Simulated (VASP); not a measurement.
All values below come from PBE GGA, VASP's PBE PAW potentials (set 64) (plane waves; VASP).

Input for VASP

**INCAR**
```
SIGMA = 0.05
ALGO = Normal
GGA = PE
PREC = Accurate
NELM = 100
LMAXMIX = 6   # l cut-off of mixed one-centre charges
LASPH = .True.
LWAVE = .False.
SYSTEM = PtS2
LREAL = .False.   # projection in real space or not
ENCUT = 520   # plane-wave cut-off (eV)
LCHARG = .True.
ISMEAR = 0   # Gaussian
EDIFF = 1E-6
```

### POSCAR
```
PtS2
1
    1.7862673589    -3.0939058939     0.0000000000
    1.7862673589     3.0939058939    -0.0000000000
    0.0000000000     0.0000000000     6.0565498255
Pt S
1 2
Direct
  0.0000000000   0.0000000000   0.0000000000
  0.3333330000   0.6666670000   0.2026287619
  0.6666670000   0.3333330000   0.7973712381
```

File KPOINTS:
```
Automatic mesh
0
Gamma
7 7 4
0 0 0
```

POTCAR, in this order: Pt S (PBE.64 set). Program: vasp_std.

What VASP printed:

File OSZICAR:
```
       N       E                     dE             d eps       ncg     rms          rms(c)
DAV:   1     0.122546856420E+03    0.12255E+03   -0.10221E+04   848   0.127E+03
DAV:   2    -0.106891847509E+02   -0.13324E+03   -0.12960E+03  1057   0.243E+02
DAV:   3    -0.167608626900E+02   -0.60717E+01   -0.60409E+01  1099   0.572E+01
DAV:   4    -0.168391663896E+02   -0.78304E-01   -0.78269E-01  1051   0.698E+00
DAV:   5    -0.168411417130E+02   -0.19753E-02   -0.19752E-02  1155   0.106E+00    0.176E+01
DAV:   6    -0.157259857625E+02    0.11152E+01   -0.79691E+00   903   0.291E+01    0.115E+01
DAV:   7    -0.154857188633E+02    0.24027E+00   -0.14213E+00   889   0.133E+01    0.555E+00
DAV:   8    -0.154693388285E+02    0.16380E-01   -0.10023E-01  1057   0.230E+00    0.121E+00
DAV:   9    -0.154637399355E+02    0.55989E-02   -0.16152E-02  1036   0.145E+00    0.269E-01
DAV:  10    -0.154640285634E+02   -0.28863E-03   -0.25223E-03  1092   0.362E-01    0.796E-02
DAV:  11    -0.154640723932E+02   -0.43830E-04   -0.72273E-05  1123   0.810E-02    0.457E-02
DAV:  12    -0.154640777863E+02   -0.53931E-05   -0.14300E-05  1008   0.348E-02    0.143E-02
DAV:  13    -0.154640790785E+02   -0.12922E-05   -0.30130E-06  1090   0.134E-02    0.452E-03
DAV:  14    -0.154640793864E+02   -0.30792E-06   -0.31812E-07   728   0.459E-03
   1 F= -.15464079E+02 E0= -.15464079E+02  d E =-.107510E-11
```

### OUTCAR
```
------------------------ aborting loop because EDIFF is reached ----------------------------------------
  FORCE on cell =-STRESS in cart. coord.  units (eV):
  Direction    XX          YY          ZZ          XY          YZ          ZX
  --------------------------------------------------------------------------------------
  Total        0.0152825      0.0152825      0.0252680      0.0000000     -0.0000000     -0.0000000
  in kB        0.3657594      0.3657594      0.6047447      0.0000000     -0.0000000     -0.0000000
  external PRESSURE =       0.4454212 kB  Pullay stress =       0.0000000 kB
  volume of cell :       66.94
      direct lattice vectors                 reciprocal lattice vectors
     1.786267359 -3.093905894  0.000000000     0.279913305 -0.161608018  0.000000000
     1.786267359  3.093905894  0.000000000     0.279913305  0.161608018  0.000000000
     0.000000000  0.000000000  6.056549826     0.000000000  0.000000000  0.165110505
 POSITION                                       TOTAL-FORCE (eV/Angst)
 -----------------------------------------------------------------------------------
      0.00000      0.00000      0.00000        -0.000000     -0.000000      0.000000
      1.78627      1.03130      1.22723         0.000000     -0.000000     -0.017165
      1.78627     -1.03130      4.82932         0.000000      0.000000      0.017165
 -----------------------------------------------------------------------------------
    total drift:                               -0.000000      0.000000      0.000000
  FREE ENERGIE OF THE ION-ELECTRON SYSTEM (eV)
  ---------------------------------------------------
  free  energy   TOTEN  =       -15.4640793864 eV

  energy  without entropy=      -15.4640793864  energy(sigma->0) =      -15.46407939
```
(Selected blocks of OUTCAR.)

Without a dispersion term in the relaxation, distances and binding between the weakly bound layers, chains or molecules are unreliable, and so is what depends on them.

The compound is PtS2 in the 1T layered structure. It was relaxed first, which changed the volume by +22 %.
